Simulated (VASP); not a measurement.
```xyz
2
Lattice="0.0000 2.1455 2.1455 2.1455 0.0000 2.1455 2.1455 2.1455 0.0000" Properties=species:S:1:pos:R:3 pbc="T T T"
Si     0.0000     0.0000     0.0000
C      1.0727     1.0727     1.0727
```

All values below come from PW91 GGA, VASP's PBE PAW potentials (set 64) (plane waves; VASP). Settings: 520 eV cut-off, 10×10×10 Γ-centred mesh, Gaussian smearing of 0.050 eV, potentials Si C.

Question: What does the run give for the energy per atom (σ→0), pressure, band gap (on the k-mesh) with the smallest direct gap where there is one?

Answer: 
```json
{
 "band gap (on the k-mesh)": "1.35 eV",
 "smallest direct gap (on the k-mesh)": "4.62 eV",
 "energy per atom (σ→0)": "-7.510 eV/atom",
 "pressure": "14.82 GPa"
}
```

Only differences to runs with the same potentials and settings are physical.

The compound is SiC in the zinc blende structure. This cell is one point of a volume scan, at 0.94 of the reference volume.
